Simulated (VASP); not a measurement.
A convergence study with VASP on Cl (space group P1): a few settings are varied, all else stays as given below, so the limit is that of these other settings. The cell's lengths are 1 % over those of the tabulated start and one atom is moved, so it is off equilibrium.

```
Cl
1.0
    2.26240    -3.15120     0.00000
    2.26240     3.15120     0.00000
    0.00000     0.00000     8.34260
Cl
4
Cartesian
  3.99585   0.00317   7.43625
  2.80704   0.00694   3.35195
  1.70488   0.01198   5.07076
  0.60244  -0.02209   0.82625
```

Calculation: PBE GGA, VASP's PBE PAW potentials (set 64) (plane waves; VASP 6.6.1). The last row used: 900 eV cut-off, 5×5×2 Γ-centred mesh, Gaussian smearing of 0.050 eV, potentials Cl_h.

Gaps are read on the run's mesh, which can miss a band edge. Energies of different potentials or hybrids have different zeros.

```
setting                   E (eV/atom)  pressure (GPa)  largest force (eV/Å)  gap on the mesh (eV)  plane waves
------------------------  -----------  --------------  --------------------  --------------------  -----------
ENCUT = 300, POTCAR Cl        -1.8191           -1.33                 0.878                 2.281         1440
ENCUT = 400, POTCAR Cl        -1.8226           -0.95                 0.892                 2.283         2174
ENCUT = 520, POTCAR Cl            ___             ___                   ___                 2.283         3238
ENCUT = 700, POTCAR Cl        -1.8227           -0.89                 0.893                 2.283         5020
ENCUT = 900, POTCAR Cl        -1.8227           -0.89                 0.893                 2.283         7321
ENCUT = 300, POTCAR Cl_h      -1.8142           -4.05                 0.589                 2.272         1440
ENCUT = 400, POTCAR Cl_h          ___             ___                   ___                 2.280         2174
ENCUT = 520, POTCAR Cl_h      -1.8142           -0.85                 0.808                 2.280         3238
ENCUT = 700, POTCAR Cl_h      -1.8152           -0.74                 0.810                 2.280         5020
ENCUT = 900, POTCAR Cl_h      -1.8150           -0.75                 0.810                 2.280         7321
```

Problem. Fill in the missing entries.

Solution. 
- ENCUT = 400, POTCAR Cl_h, E (eV/atom): -1.8111
- ENCUT = 400, POTCAR Cl_h, pressure (GPa): -1.62
- ENCUT = 400, POTCAR Cl_h, largest force (eV/Å): 0.782
- ENCUT = 520, POTCAR Cl, E (eV/atom): -1.8224
- ENCUT = 520, POTCAR Cl, pressure (GPa): -0.94
- ENCUT = 520, POTCAR Cl, largest force (eV/Å): 0.891

Left out are rungs that failed or repeat a setting and relaxations that didn't move; long series are thinned to 24 rows.

The structure was generated: Cl was put into an ordered model structure, which need not be its known phase. The cell was not relaxed at this level, it is distorted from the ideal structure.
